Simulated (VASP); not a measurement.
Crystal: CdTe.

```
CELL_PARAMETERS angstrom
0.00000 3.28017 3.28017
3.28017 0.00000 3.28017
3.28017 3.28017 0.00000
ATOMIC_POSITIONS crystal
Cd 0.00000 0.00000 0.00000
Te 0.75000 0.75000 0.75000
```

The cell is a database's computed one.

Program: VASP 6.6.1. Alike in all runs: task band structure; no spin polarisation; cell as given; cutoff (eV) 450; smearing gaussian 0.02 eV. Hardware: 2 MPI ranks on Intel(R) Xeon(R) Platinum 8488C (Sapphire Rapids), on a shared host.

**Question.** Order these runs on this cell by their wall time, lowest first.
A. level LDA; potentials or basis VASP PAW LDA potentials, release 64 (Cd, Te); k mesh 10 × 10 × 10
B. level r2SCAN; potentials or basis VASP PAW PBE potentials, release 64 (Cd, Te); k mesh 10 × 10 × 10
C. level HSE06; potentials or basis VASP PAW PBE potentials, release 64 (Cd, Te); k mesh 6 × 6 × 6; grid for exact exchange (PRECFOCK) Fast; screening parameter 0.2 1/A

**Answer.** A (33 s), B (120 s), C (2800 s).

Runs at the PBE level aren't shown here.
